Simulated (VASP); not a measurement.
Input of a VASP 6.6.1 run:

File POSCAR:

```
MgO                                     
1.0
    0.0000000000      2.1039238760      2.1039238760
    2.1039238760      0.0000000000      2.1039238760
    2.1039238760      2.1039238760      0.0000000000
  Mg              O             
     1     1
Direct
     0.0000000000000000    0.0000000000000000    0.0000000000000000
     0.5000000000000000    0.5000000000000000    0.5000000000000000
```

The input INCAR.step1:

```
SYSTEM = MgO
  PREC = Accurate
  ENCUT = 520
  EDIFF = 1E-5
  ISMEAR = 0
  SIGMA = 0.03
  LREAL = .False.
  LASPH = .True.
  NELM = 80
  ALGO = Normal
  ISIF = 2
  LWAVE = .True.
  LCHARG = .False.
  NBANDS = 11
  KPAR = 4
  GGA = PE
```

Contents of INCAR.step2:

```
SYSTEM = MgO
  PREC = Accurate
  ENCUT = 520
  EDIFF = 1E-7
  ISMEAR = 0
  SIGMA = 0.03
  LREAL = .False.
  LASPH = .True.
  NELM = 80
  ALGO = Normal
  ISIF = 2
  LWAVE = .False.
  LCHARG = .False.
  GGA = PE
  LHFCALC = .True.
  AEXX = 0.25
  PRECFOCK = Fast
  HFRCUT = -1
  NBANDS = 11
  KPAR = 4
  ISTART = 1
```

Contents of KPOINTS:

```
Automatic mesh
0
Gamma
  8 8 8
  0 0 0
```

File KPOINTS_OPT:

```
explicit points
9
Reciprocal
 0.0000000000  0.0000000000  0.0000000000 1
 0.3750000000  0.3750000000  0.7500000000 1
 0.5000000000  0.5000000000  0.5000000000 1
 0.6250000000  0.2500000000  0.6250000000 1
 0.5000000000  0.2500000000  0.7500000000 1
 0.5000000000  0.0000000000  0.5000000000 1
 0.4000000000  0.0000000000  0.4000000000 1
 0.4250000000  0.0000000000  0.4250000000 1
 0.4500000000  0.0000000000  0.4500000000 1
```

Potentials or basis: VASP PAW PBE potentials, release 64 (Mg, O).

The run is started by

```sh
$ cat potpaw_PBE.64/Mg/POTCAR potpaw_PBE.64/O/POTCAR > POTCAR
$ cp INCAR.step1 INCAR
$ mpirun -np 4 vasp_std > vasp.out
$ cp INCAR.step2 INCAR
$ mpirun -np 4 vasp_std > vasp.out
```

(1) Predict the band gap on the k mesh.

(2) What does it give for the band gap along the path?

Answers

(1) 7.21 eV, direct.

(2) 7.21 eV, direct.

**Measured values to compare with.**

“Electronic structure of alkaline earth and post-transition metal oxides”, 2009, arxiv:0908.1581 quotes, for a bulk crystal of MgO: band gap 7.83 eV.

A measured gap of MgO is 7.83 eV (quoted in “Electronic structure of alkaline earth and post-transition metal oxides”, 2009, arxiv:0908.1581); the calculated 7.21 eV misses it by -0.62 eV. The value is that of PBE0, without temperature or zero-point motion.
